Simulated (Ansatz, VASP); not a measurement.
## One calculation of BiAs, two programs

INCAR

```
SYSTEM = BiAs
PREC = Accurate
ENCUT = 520
EDIFF = 1E-6
ISMEAR = -1
SIGMA = 0.08
LREAL = .False.
LASPH = .True.
NELM = 100
ALGO = Normal
ISIF = 2
LWAVE = .False.
LCHARG = .False.
GGA = PS
NBANDS = 17
```

The input KPOINTS:

```
regular mesh
0
Gamma
  12 12 12
  0 0 0
```

Contents of POSCAR:

```
BiAs
1.0
    3.1918640069      0.0000000000      0.0000000000
    0.0000000000      3.1918640069      0.0000000000
    0.0000000000      0.0000000000      3.1918640069
Bi As
1 1
Direct
    0.0000000000      0.0000000000      0.0000000000
    0.5000000000      0.5000000000      0.5000000000
```

Input for Ansatz:

```yaml
crystal:
  lattice:
    - [3.1918640069, 0.0, 0.0]
    - [0.0, 3.1918640069, 0.0]
    - [0.0, 0.0, 3.1918640069]
  atoms:
    - { symbol: Bi, position: [0.0, 0.0, 0.0] }
    - { symbol: As, position: [0.5, 0.5, 0.5] }
kpoints:
  mp_grid: { grid: [12, 12, 12] }
scf:
  occupations: { method: fermi_dirac, width: 0.08 }
hamiltonian:
  xc: pbesol
  pseudopotentials: { kind: paw }
output:
  forces: true
  stress: true
  eigenvalues: true
  populations: true
```

Change from the starting cell: volume scaled by 0.68, PAW files.

Alike in both runs: task single point; functional PBEsol; k mesh 12 × 12 × 12; occupations fermi-dirac, width 0.08 eV; no spin polarisation.

|  | VASP | Ansatz |
| --- | --- | --- |
| version | VASP 6.6.1 | Ansatz 0.2.0 |
| potentials or method | VASP PAW PBE potentials, release 64 (Bi_d, As) | PAW with Ansatz's default frozen-core files, scalar-relativistic |
| plane-wave cutoff (eV) | 520 | 420 |
| valence electrons in the cell | 20 | 30 |

|  | VASP | Ansatz | Ansatz less VASP |
| --- | --- | --- | --- |
| pressure (GPa) | 69.8 | 69.1 | -0.75 |

The two sets of potentials don't hold the same shells in valence.

Caveats: the cell as given lies far from equilibrium; so large a pressure means that the cell lies far from this level's equilibrium, or that cutoff or potentials fall short (VASP); the potentials were made for another functional, which shifts forces and pressure (VASP); spin-orbit coupling is left out, which moves the levels of the heavy elements.
